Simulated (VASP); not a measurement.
Level of theory: r2SCAN meta-GGA, VASP's PBE PAW potentials (set 64) (plane waves; VASP).

The input files of a VASP run:

INCAR:
```
SYSTEM = KCl(110) slab
PREC = Normal; ENCUT = 400; LREAL = .FALSE.
LASPH = .TRUE.
EDIFF = 1E-5; NELM = 100; NELMIN = 4
ALGO = Normal; LMIXTAU = .TRUE.
ISMEAR = 0; SIGMA = 0.05
METAGGA = R2SCAN
IBRION = 2; NSW = 50; ISIF = 2
EDIFFG = -0.03
LWAVE = .TRUE.; LCHARG = .FALSE.
DIPOL = 0.5 0.5 0.5
LDIPOL = .TRUE.; IDIPOL = 3
```

File POSCAR:
```
KCl(110) slab
1.0
  4.4477020000   0.0000000000   0.0000000000
  0.0000000000   6.2900000000   0.0000000000
  0.0000000000   0.0000000000  28.3431050000
K Cl
6 6
Cart
  0.0000000000   0.0000000000   8.6119390818
  2.2238510000   3.1450000000  10.8357674432
  0.0000000000   0.0000000000  13.0596241477
  2.2238510000   3.1450000000  15.2834808523
  0.0000000000   0.0000000000  17.5073375568
  2.2238510000   3.1450000000  19.7311659182
  2.2238510000   0.0000000000  10.8357674432
  0.0000000000   3.1450000000   8.6119390818
  2.2238510000   0.0000000000  15.2834808523
  0.0000000000   3.1450000000  13.0596241477
  2.2238510000   0.0000000000  19.7311659182
  0.0000000000   3.1450000000  17.5073375568
```

File KPOINTS:
```
Automatic mesh
0
Gamma
5 3 1
0 0 0
```

POTCAR, in this order: K_sv Cl (PBE.64 set). Program: vasp_std.

The resulting files:

File OSZICAR:
```
...
DAV:  94    -0.979276279819E+02    0.17695E-03   -0.64422E-06   397   0.164E-02    0.381E-02
DAV:  95    -0.979278388983E+02   -0.21092E-03   -0.61590E-06   400   0.134E-02    0.365E-02
DAV:  96    -0.979247649330E+02    0.30740E-02   -0.27678E-04   684   0.917E-02    0.216E-02
DAV:  97    -0.979258016423E+02   -0.10367E-02   -0.28127E-05   534   0.306E-02    0.194E-02
DAV:  98    -0.979267471282E+02   -0.94549E-03   -0.25290E-05   470   0.312E-02    0.176E-02
DAV:  99    -0.979275985612E+02   -0.85143E-03   -0.31614E-05   574   0.347E-02    0.196E-02
DAV: 100    -0.979277721751E+02   -0.17361E-03   -0.62501E-06   448   0.159E-02
   1 F= -.97927772E+02 E0= -.97927772E+02  d E =-.979278E+02
       N       E                     dE             d eps       ncg     rms          rms(c)
DAV:   1    -0.979273005009E+02    0.29806E-03   -0.90779E-01   684   0.326E+00    0.282E-01
DAV:   2    -0.979314783465E+02   -0.41778E-02   -0.32688E-02   710   0.881E-01    0.907E-02
DAV:   3    -0.979356822641E+02   -0.42039E-02   -0.27394E-03   782   0.252E-01    0.832E-02
DAV:   4    -0.979351272022E+02    0.55506E-03   -0.54931E-04   684   0.117E-01    0.390E-02
DAV:   5    -0.979366815530E+02   -0.15544E-02   -0.58898E-04   684   0.128E-01    0.206E-02
DAV:   6    -0.979368146374E+02   -0.13308E-03   -0.91754E-05   689   0.470E-02    0.699E-03
DAV:   7    -0.979370429333E+02   -0.22830E-03   -0.10165E-05   496   0.191E-02    0.515E-03
DAV:   8    -0.979373329442E+02   -0.29001E-03   -0.15787E-05   450   0.225E-02    0.209E-03
DAV:   9    -0.979374404753E+02   -0.10753E-03   -0.63963E-06   414   0.161E-02    0.109E-03
DAV:  10    -0.979376028418E+02   -0.16237E-03   -0.66514E-06   400   0.156E-02    0.147E-03
DAV:  11    -0.979377253090E+02   -0.12247E-03   -0.37612E-06   435   0.116E-02    0.121E-03
DAV:  12    -0.979379655621E+02   -0.24025E-03   -0.20244E-05   495   0.248E-02    0.833E-04
DAV:  13    -0.979380440661E+02   -0.78504E-04   -0.38595E-06   449   0.124E-02    0.618E-04
DAV:  14    -0.979380657057E+02   -0.21640E-04   -0.15352E-06   400   0.736E-03    0.625E-04
DAV:  15    -0.979381060140E+02   -0.40308E-04   -0.19500E-06   398   0.805E-03    0.518E-04
DAV:  16    -0.979382010137E+02   -0.95000E-04   -0.11728E-05   446   0.190E-02    0.625E-04
DAV:  17    -0.979382580018E+02   -0.56988E-04   -0.83703E-06   462   0.163E-02    0.645E-04
DAV:  18    -0.979382696240E+02   -0.11622E-04   -0.20129E-06   402   0.866E-03    0.648E-04
DAV:  19    -0.979382677189E+02    0.19051E-05   -0.50804E-07   414   0.392E-03
   2 F= -.97938268E+02 E0= -.97938268E+02  d E =-.104955E-01
       N       E                     dE             d eps       ncg     rms          rms(c)
DAV:   1    -0.978968273799E+02    0.41442E-01   -0.81887E+00   684   0.979E+00    0.846E-01
DAV:   2    -0.979216780017E+02   -0.24851E-01   -0.29770E-01   708   0.267E+00    0.274E-01
DAV:   3    -0.979484902117E+02   -0.26812E-01   -0.27939E-02   782   0.825E-01    0.251E-01
DAV:   4    -0.979486777404E+02   -0.18753E-03   -0.60760E-03   685   0.379E-01    0.125E-01
DAV:   5    -0.979497044704E+02   -0.10267E-02   -0.74480E-03   684   0.424E-01    0.626E-02
DAV:   6    -0.979530060119E+02   -0.33015E-02   -0.34281E-03   684   0.249E-01    0.224E-02
DAV:   7    -0.979535036991E+02   -0.49769E-03   -0.15932E-04   756   0.591E-02    0.171E-02
DAV:   8    -0.979536025855E+02   -0.98886E-04   -0.42661E-04   686   0.942E-02    0.604E-03
DAV:   9    -0.979536267738E+02   -0.24188E-04   -0.11720E-04   638   0.524E-02    0.323E-03
DAV:  10    -0.979537474207E+02   -0.12065E-03   -0.69216E-05   636   0.422E-02    0.345E-03
DAV:  11    -0.979537504938E+02   -0.30731E-05   -0.12250E-05   506   0.179E-02
   3 F= -.97953750E+02 E0= -.97953750E+02  d E =-.259783E-01
       N       E                     dE             d eps       ncg     rms          rms(c)
DAV:   1    -0.977895745335E+02    0.16417E+00   -0.32952E+01   684   0.196E+01    0.177E+00
DAV:   2    -0.978257524580E+02   -0.36178E-01   -0.12052E+00   724   0.538E+00    0.583E-01
DAV:   3    -0.979356119112E+02   -0.10986E+00   -0.11130E-01   790   0.173E+00    0.523E-01
DAV:   4    -0.979424330183E+02   -0.68211E-02   -0.23330E-02   685   0.759E-01    0.271E-01
DAV:   5    -0.979528944575E+02   -0.10461E-01   -0.22069E-02   686   0.784E-01    0.124E-01
DAV:   6    -0.979575072830E+02   -0.46128E-02   -0.84243E-03   685   0.433E-01    0.462E-02
DAV:   7    -0.979589177513E+02   -0.14105E-02   -0.50181E-04   823   0.105E-01    0.385E-02
DAV:   8    -0.979580931041E+02    0.82465E-03   -0.10590E-03   686   0.179E-01    0.150E-02
DAV:   9    -0.979583511948E+02   -0.25809E-03   -0.36159E-04   686   0.907E-02    0.706E-03
DAV:  10    -0.979587566197E+02   -0.40542E-03   -0.35102E-04   686   0.980E-02    0.631E-03
DAV:  11    -0.979588074825E+02   -0.50863E-04   -0.95241E-05   686   0.512E-02    0.399E-03
DAV:  12    -0.979588837849E+02   -0.76302E-04   -0.46437E-05   574   0.352E-02    0.272E-03
DAV:  13    -0.979589329448E+02   -0.49160E-04   -0.15850E-05   482   0.238E-02    0.106E-03
DAV:  14    -0.979589012561E+02    0.31689E-04   -0.17336E-05   446   0.228E-02    0.615E-04
DAV:  15    -0.979589480872E+02   -0.46831E-04   -0.11772E-05   446   0.173E-02    0.392E-04
DAV:  16    -0.979589328505E+02    0.15237E-04   -0.59659E-06   414   0.132E-02    0.284E-04
DAV:  17    -0.979589619077E+02   -0.29057E-04   -0.46156E-06   414   0.111E-02    0.359E-04
DAV:  18    -0.979589572788E+02    0.46289E-05   -0.33259E-06   398   0.121E-02
   4 F= -.97958957E+02 E0= -.97958957E+02  d E =-.311851E-01
       N       E                     dE             d eps       ncg     rms          rms(c)
DAV:   1    -0.979367261480E+02    0.22236E-01   -0.43673E+00   684   0.714E+00    0.615E-01
DAV:   2    -0.979542266720E+02   -0.17501E-01   -0.16067E-01   755   0.196E+00    0.207E-01
DAV:   3    -0.979610515819E+02   -0.68249E-02   -0.17906E-02   780   0.689E-01    0.189E-01
DAV:   4    -0.979558258758E+02    0.52257E-02   -0.62592E-03   684   0.368E-01    0.947E-02
DAV:   5    -0.979606153211E+02   -0.47894E-02   -0.48432E-03   684   0.340E-01    0.447E-02
DAV:   6    -0.979609694047E+02   -0.35408E-03   -0.38394E-04   720   0.963E-02    0.173E-02
DAV:   7    -0.979610343573E+02   -0.64953E-04   -0.35266E-05   656   0.293E-02    0.121E-02
DAV:   8    -0.979611438057E+02   -0.10945E-03   -0.39355E-05   601   0.331E-02    0.445E-03
DAV:   9    -0.979611419452E+02    0.18605E-05   -0.17649E-05   500   0.250E-02
   5 F= -.97961142E+02 E0= -.97961142E+02  d E =-.333698E-01
       N       E                     dE             d eps       ncg     rms          rms(c)
DAV:   1    -0.979610091447E+02    0.13466E-03   -0.22051E-02   711   0.508E-01    0.451E-02
DAV:   2    -0.979610140569E+02   -0.49122E-05   -0.83815E-04   710   0.143E-01    0.137E-02
DAV:   3    -0.979611669334E+02   -0.15288E-03   -0.10207E-04   781   0.496E-02    0.126E-02
DAV:   4    -0.979611848405E+02   -0.17907E-04   -0.24308E-05   606   0.255E-02    0.646E-03
DAV:   5    -0.979612105352E+02   -0.25695E-04   -0.28217E-05   580   0.282E-02    0.279E-03
DAV:   6    -0.979612069177E+02    0.36175E-05   -0.87445E-06   456   0.168E-02
   6 F= -.97961207E+02 E0= -.97961207E+02  d E =-.334347E-01
       N       E                     dE             d eps       ncg     rms          rms(c)
DAV:   1    -0.979603283188E+02    0.88222E-03   -0.25945E-01   684   0.184E+00    0.161E-01
DAV:   2    -0.979605346551E+02   -0.20634E-03   -0.99118E-03   718   0.504E-01    0.510E-02
DAV:   3    -0.979617669116E+02   -0.12323E-02   -0.82947E-04   807   0.142E-01    0.481E-02
DAV:   4    -0.979616674293E+02    0.99482E-04   -0.13107E-04   785   0.608E-02    0.238E-02
DAV:   5    -0.979618910583E+02   -0.22363E-03   -0.15817E-04   686   0.706E-02    0.153E-02
DAV:   6    -0.979619179865E+02   -0.26928E-04   -0.23093E-05   478   0.274E-02    0.512E-03
DAV:   7    -0.979619198170E+02   -0.18305E-05   -0.78283E-06   420   0.177E-02
   7 F= -.97961920E+02 E0= -.97961920E+02  d E =-.712899E-03
```

**OUTCAR**
```
------------------------ aborting loop because EDIFF is reached ----------------------------------------
  FORCE on cell =-STRESS in cart. coord.  units (eV):
  Direction    XX          YY          ZZ          XY          YZ          ZX
  --------------------------------------------------------------------------------------
  Total        0.9187998     -2.4368341     -0.3913670      0.0000000      0.0000000      0.0000000
  in kB        1.8565119     -4.9238271     -0.7907897      0.0000000      0.0000000      0.0000000
  external PRESSURE =      -1.2860350 kB  Pullay stress =       0.0000000 kB
  volume of cell :      792.93
      direct lattice vectors                 reciprocal lattice vectors
     4.447702000  0.000000000  0.000000000     0.224835207  0.000000000  0.000000000
     0.000000000  6.290000000  0.000000000     0.000000000  0.158982512  0.000000000
     0.000000000  0.000000000 28.343105000     0.000000000  0.000000000  0.035281950
 POSITION                                       TOTAL-FORCE (eV/Angst)
 -----------------------------------------------------------------------------------
      0.00000      0.00000      8.68099         0.000000      0.000000      0.010899
      2.22385      3.14500     10.77784         0.000000      0.000000     -0.014032
      0.00000      0.00000     13.06677         0.000000      0.000000     -0.012078
      2.22385      3.14500     15.27634         0.000000      0.000000      0.012078
      0.00000      0.00000     17.56526         0.000000      0.000000      0.014032
      2.22385      3.14500     19.66212         0.000000      0.000000     -0.010899
      2.22385      0.00000     10.78240         0.000000      0.000000      0.029726
      0.00000      3.14500      8.63649         0.000000      0.000000      0.008864
      2.22385      0.00000     15.27058         0.000000      0.000000      0.021188
      0.00000      3.14500     13.07252         0.000000      0.000000     -0.021188
      2.22385      0.00000     19.70661         0.000000      0.000000     -0.008864
      0.00000      3.14500     17.56070         0.000000      0.000000     -0.029726
 -----------------------------------------------------------------------------------
    total drift:                                0.000000      0.000000      0.000000
  FREE ENERGIE OF THE ION-ELECTRON SYSTEM (eV)
  ---------------------------------------------------
  free  energy   TOTEN  =       -97.9619198170 eV

  energy  without entropy=      -97.9619198170  energy(sigma->0) =      -97.96191982

 reached required accuracy - stopping structural energy minimisation
```
(Selected blocks of OUTCAR.)

File CONTCAR:
```
KCl(110) slab
   1.00000000000000
     4.4477019999999996    0.0000000000000000    0.0000000000000000
     0.0000000000000000    6.2900000000000000    0.0000000000000000
     0.0000000000000000    0.0000000000000000   28.3431050000000013
  K               Cl
     6     6
Direct
     0.0000000000000000    0.0000000000000000    0.3062821268665308
     0.5000000000000000    0.5000000000000000    0.3802632985184301
     0.0000000000000000    0.0000000000000000    0.4610210774754859
     0.5000000000000000    0.5000000000000000    0.5389789225245142
     0.0000000000000000    0.0000000000000000    0.6197367014815701
     0.5000000000000000    0.5000000000000000    0.6937178731334693
     0.5000000000000000    0.0000000000000000    0.3804241957444780
     0.0000000000000000    0.5000000000000000    0.3047123793948990
     0.5000000000000000    0.0000000000000000    0.5387759449346005
     0.0000000000000000    0.5000000000000000    0.4612240550653997
     0.5000000000000000    0.0000000000000000    0.6952876206051010
     0.0000000000000000    0.5000000000000000    0.6195758042555221
```

### OUTCAR
```
 val. band max:       -4.0012177534   @ k =   0.0000   0.0000   0.0000

 cond. band min:       1.1354341494   @ k =   0.0000   0.0000   0.0000


 Fermi energy:        -3.7385603869

 k-point     1 :       0.0000    0.0000    0.0000
  band No.  band energies     occupation
      1     -33.5022      2.00000
      2     -33.5022      2.00000
      3     -32.8591      2.00000
      4     -32.8522      2.00000
      5     -32.5994      2.00000
      6     -32.5994      2.00000
      7     -17.4583      2.00000
      8     -17.4502      2.00000
      9     -17.2137      2.00000
     10     -17.1535      2.00000
     11     -16.5784      2.00000
     12     -16.5774      2.00000
     13     -16.2458      2.00000
     14     -16.2458      2.00000
     15     -16.1714      2.00000
     16     -16.1701      2.00000
     17     -16.1551      2.00000
     18     -16.1550      2.00000
     19     -15.6518      2.00000
     20     -15.5890      2.00000
     21     -15.5815      2.00000
     22     -15.5605      2.00000
     23     -15.5138      2.00000
     24     -15.4829      2.00000
     25     -15.3870      2.00000
     26     -15.3866      2.00000
     27     -15.3093      2.00000
     28     -15.3086      2.00000
     29     -15.1961      2.00000
     30     -15.1908      2.00000
     31      -5.3419      2.00000
     32      -5.2902      2.00000
     33      -5.1880      2.00000
     34      -5.1070      2.00000
     35      -5.0024      2.00000
     36      -4.9760      2.00000
     37      -4.9510      2.00000
     38      -4.8819      2.00000
     39      -4.8674      2.00000
     40      -4.7610      2.00000
     41      -4.6211      2.00000
     42      -4.6177      2.00000
     43      -4.3279      2.00000
     44      -4.3259      2.00000
     45      -4.2804      2.00000
     46      -4.2564      2.00000
     47      -4.0035      2.00000
     48      -4.0012      2.00000
     49       1.1354      0.00000
     50       1.3065      0.00000
     51       1.9351      0.00000
...
```

The cell is a thin slab with vacuum, built from KCl (rock salt): (110) face.
